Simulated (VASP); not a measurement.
Given:

```
CELL_PARAMETERS angstrom
      3.53685    -1.89494    -0.05332
      3.53685     1.89494    -0.05332
      2.56888     0.00000     3.08282
ATOMIC_POSITIONS crystal
  As 0.23053 0.23053 0.23053
  As 0.76947 0.76947 0.76947
```

Computed with PBE GGA with D4 dispersion, VASP's PBE PAW potentials (set 64) (plane waves; VASP). Numerical set-up: 520 eV cut-off, Gaussian smearing of 0.050 eV, potentials As.

Problem. What does the run give for the band gap (along the path) with the smallest direct gap where there is one?

Solution. 
```json
{
  "band gap (along the path)": "none (metal, semimetal or under 0.01 eV)"
}
```

Only differences to runs with the same potentials and settings are physical.

The compound is As in the a7 structure. It was relaxed first.
